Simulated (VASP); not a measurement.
Output of a VASP run:

File OUTCAR:
```
 ion  position               nearest neighbor table
   1  0.000  0.000  0.250-   3 1.42   3 1.42   3 1.42
   2  0.000  0.000  0.750-   4 1.42   4 1.42   4 1.42
   3  0.333  0.667  0.250-   1 1.42   1 1.42   1 1.42
   4  0.667  0.333  0.750-   2 1.42   2 1.42   2 1.42
  LATTYP: Found a hexagonal cell.
 ALAT       =     2.4669667663
 C/A-ratio  =     3.2153211489
 Subroutine PRICEL returns:
 Original cell was already a primitive cell.
 Subroutine GETGRP returns: Found 24 space group operations
The static configuration has the point symmetry D_3d.
 The point group associated with its full space group is D_6h.
The dynamic configuration has the point symmetry D_3d.
 Subroutine INISYM returns: Found 24 space group operations
 Subroutine IBZKPT returns following result:
 Found     63 irreducible k-points:

 Following reciprocal coordinates:
            Coordinates               Weight
  0.000000  0.000000  0.000000      1.000000
  0.076923  0.000000  0.000000      6.000000
  0.153846  0.000000  0.000000      6.000000
  0.230769  0.000000  0.000000      6.000000
  0.307692  0.000000  0.000000      6.000000
  0.384615  0.000000  0.000000      6.000000
  0.461538  0.000000  0.000000      6.000000
  0.076923  0.076923  0.000000      6.000000
  0.153846  0.076923  0.000000     12.000000
  0.230769  0.076923  0.000000     12.000000
  0.307692  0.076923  0.000000     12.000000
  0.384615  0.076923  0.000000     12.000000
  0.461538  0.076923  0.000000      6.000000
  0.153846  0.153846  0.000000      6.000000
  0.230769  0.153846  0.000000     12.000000
  0.307692  0.153846  0.000000     12.000000
  0.384615  0.153846  0.000000     12.000000
  0.230769  0.230769  0.000000      6.000000
  0.307692  0.230769  0.000000     12.000000
  0.384615  0.230769  0.000000      6.000000
  0.307692  0.307692  0.000000      6.000000
  0.000000  0.000000  0.250000      2.000000
  0.076923  0.000000  0.250000     12.000000
  0.153846  0.000000  0.250000     12.000000
  0.230769  0.000000  0.250000     12.000000
  0.307692  0.000000  0.250000     12.000000
  0.384615  0.000000  0.250000     12.000000
  0.461538  0.000000  0.250000     12.000000
  0.076923  0.076923  0.250000     12.000000
  0.153846  0.076923  0.250000     24.000000
  0.230769  0.076923  0.250000     24.000000
  0.307692  0.076923  0.250000     24.000000
  0.384615  0.076923  0.250000     24.000000
  0.461538  0.076923  0.250000     12.000000
  0.153846  0.153846  0.250000     12.000000
  0.230769  0.153846  0.250000     24.000000
  0.307692  0.153846  0.250000     24.000000
  0.384615  0.153846  0.250000     24.000000
  0.230769  0.230769  0.250000     12.000000
  0.307692  0.230769  0.250000     24.000000
   k-points           NKPTS =     63   k-points in BZ     NKDIM =     63   number of bands    NBANDS=     12
   number of dos      NEDOS =    301   number of ions     NIONS =      4
   total plane-waves  NPLWV =  19440
   dimension x,y,z NGX =    18 NGY =   18 NGZ =   60
   dimension x,y,z NGXF=    36 NGYF=   36 NGZF=  120
   ions per type =               4
   PREC   = accura    normal or accurate (medium, high low for compatibility)
   ISTART =      0    job   : 0-new  1-cont  2-samecut
   ICHARG =      2    charge: 1-file 2-atom 10-const
   ISPIN  =      1    spin polarized calculation?
   LNONCOLLINEAR =      F non collinear calculations
   LSORBIT =      F    spin-orbit coupling
   INIWAV =      1    electr: 0-lowe 1-rand  2-diag
   ENCUT  =  520.0 eV  38.22 Ry    6.18 a.u.   4.59  4.59 14.75*2*pi/ulx,y,z
   NELM   =    100;   NELMIN=  2; NELMDL= -5     # of ELM steps
   EDIFF  = 0.1E-05   stopping-criterion for ELM
   LREAL  =      F    real-space projection
   NLSPLINE    = F    spline interpolate recip. space projectors
   LMAXMIX     =    2 max onsite mixed and CHGCAR
   VOSKOWN=      0    Vosko Wilk Nusair interpolation
...
```

File OSZICAR:
```
       N       E                     dE             d eps       ncg     rms          rms(c)
DAV:   1     0.596357759119E+02    0.59636E+02   -0.80566E+03  1512   0.120E+03
DAV:   2    -0.347211945235E+02   -0.94357E+02   -0.86056E+02  2228   0.233E+02
DAV:   3    -0.393818734453E+02   -0.46607E+01   -0.46251E+01  1896   0.538E+01
DAV:   4    -0.394455857631E+02   -0.63712E-01   -0.63644E-01  1904   0.737E+00
DAV:   5    -0.394470235011E+02   -0.14377E-02   -0.14369E-02  1916   0.109E+00    0.890E+00
DAV:   6    -0.375705724832E+02    0.18765E+01   -0.18363E+00  1800   0.931E+00    0.517E+00
DAV:   7    -0.369442785746E+02    0.62629E+00   -0.22140E+00  1772   0.102E+01    0.139E+00
DAV:   8    -0.369578931457E+02   -0.13615E-01   -0.75385E-02  1716   0.190E+00    0.159E-01
DAV:   9    -0.369575611084E+02    0.33204E-03   -0.18518E-03  1900   0.348E-01    0.831E-02
DAV:  10    -0.369580463591E+02   -0.48525E-03   -0.77081E-04  1748   0.207E-01    0.389E-02
DAV:  11    -0.369580554182E+02   -0.90591E-05   -0.13691E-05  1988   0.311E-02    0.435E-03
DAV:  12    -0.369580579990E+02   -0.25808E-05   -0.19663E-06  1780   0.123E-02    0.529E-03
DAV:  13    -0.369580580572E+02   -0.58122E-07   -0.42467E-07  1300   0.600E-03
   1 F= -.36958058E+02 E0= -.36958124E+02  d E =-.369581E+02
       N       E                     dE             d eps       ncg     rms          rms(c)
DAV:   1    -0.369583627376E+02   -0.30474E-03   -0.11595E-02  1552   0.935E-01    0.631E-02
DAV:   2    -0.369581899603E+02    0.17278E-03   -0.23240E-04  1808   0.120E-01    0.380E-02
DAV:   3    -0.369581041631E+02    0.85797E-04   -0.26236E-04  1856   0.111E-01    0.102E-02
DAV:   4    -0.369581040720E+02    0.91014E-07   -0.10707E-05  1732   0.248E-02    0.391E-03
DAV:   5    -0.369581041226E+02   -0.50563E-07   -0.98225E-07  1312   0.849E-03
   2 F= -.36958104E+02 E0= -.36958170E+02  d E =-.460654E-04
       N       E                     dE             d eps       ncg     rms          rms(c)
DAV:   1    -0.369581513511E+02   -0.47279E-04   -0.13350E-03  1560   0.317E-01    0.218E-02
DAV:   2    -0.369581307172E+02    0.20634E-04   -0.27206E-05  1748   0.410E-02    0.131E-02
DAV:   3    -0.369581198458E+02    0.10871E-04   -0.30406E-05  1844   0.379E-02    0.351E-03
DAV:   4    -0.369581199723E+02   -0.12647E-06   -0.12066E-06  1248   0.858E-03
   3 F= -.36958120E+02 E0= -.36958186E+02  d E =-.619151E-04
       N       E                     dE             d eps       ncg     rms          rms(c)
DAV:   1    -0.369583222370E+02   -0.20239E-03   -0.42521E-03  1548   0.535E-01    0.432E-02
DAV:   2    -0.369582371711E+02    0.85066E-04   -0.10844E-04  1568   0.810E-02    0.234E-02
DAV:   3    -0.369582000190E+02    0.37152E-04   -0.11775E-04  1684   0.742E-02    0.679E-03
DAV:   4    -0.369582001439E+02   -0.12490E-06   -0.22715E-06  1552   0.125E-02
   4 F= -.36958200E+02 E0= -.36958266E+02  d E =-.801716E-04
```

OUTCAR:
```
------------------------ aborting loop because EDIFF is reached ----------------------------------------
  FORCE on cell =-STRESS in cart. coord.  units (eV):
  Direction    XX          YY          ZZ          XY          YZ          ZX
  --------------------------------------------------------------------------------------
  Total        0.0636949      0.0636949      0.0794937     -0.0000000      0.0000000      0.0000000
  in kB        2.4393304      2.4393293      3.0443789     -0.0000000      0.0000000      0.0000000
  external PRESSURE =       2.6410128 kB  Pullay stress =       0.0000000 kB
  volume of cell :       41.84
      direct lattice vectors                 reciprocal lattice vectors
     1.232909181 -2.135460846 -0.000000000     0.405544875 -0.234141497  0.000000000
     1.232909181  2.135460846  0.000000000     0.405544875  0.234141497 -0.000000000
    -0.000000000  0.000000000  7.944967883     0.000000000 -0.000000000  0.125865833
 POSITION                                       TOTAL-FORCE (eV/Angst)
 -----------------------------------------------------------------------------------
      2.46582      0.00000      1.98624        -0.000000     -0.000000     -0.000000
      1.23291      2.13546      5.95873        -0.000000      0.000000      0.000000
      1.23291      0.71182      1.98624        -0.000000     -0.000000      0.000000
      1.23291     -0.71182      5.95873         0.000000      0.000000      0.000000
 -----------------------------------------------------------------------------------
    total drift:                                0.000000     -0.000000      0.000000
  FREE ENERGIE OF THE ION-ELECTRON SYSTEM (eV)
  ---------------------------------------------------
  free  energy   TOTEN  =       -36.9582001439 eV

  energy  without entropy=      -36.9583980381  energy(sigma->0) =      -36.95826611

 reached required accuracy - stopping structural energy minimisation
```
(Selected blocks of OUTCAR.)

**POSCAR**
```
C
1
    1.2334835983    -2.1364557657     0.0000000000
    1.2334835983     2.1364557657     0.0000000000
    0.0000000000     0.0000000000     7.9320904173
C
4
Direct
  0.0000000000   0.0000000000   0.2500000000
  0.0000000000   0.0000000000   0.7500000000
  0.3333330000   0.6666670000   0.2500000000
  0.6666670000   0.3333330000   0.7500000000
```

Task: Write an INCAR and KPOINTS that could have produced this output.

Result: One answer among several that fit: the input of the run itself, PW91 GGA, plane waves, VASP's PBE PAW potentials (set 64).

File KPOINTS:
```
Automatic mesh
0
Gamma
13 13 4
0 0 0
```

**INCAR**
```
SYSTEM = C
PREC = Accurate
ENCUT = 520
EDIFF = 1E-6
NELM = 100
ALGO = Normal
LREAL = .FALSE.
LASPH = .TRUE.
ISMEAR = 1
SIGMA = 0.1
GGA = 91
LWAVE = .FALSE.
LCHARG = .FALSE.
IBRION = 2
ISIF = 3
NSW = 60
EDIFFG = -0.02
```

POTCAR, in this order: C (PBE.64 set). Program: vasp_std.

Without a dispersion term in the relaxation, distances and binding between the weakly bound layers, chains or molecules are unreliable, and so is what depends on them.

The compound is C in the graphite structure. This run relaxes it. Symmetry was kept, so distortions that lower it aren't found. The start is the result of an earlier pass.
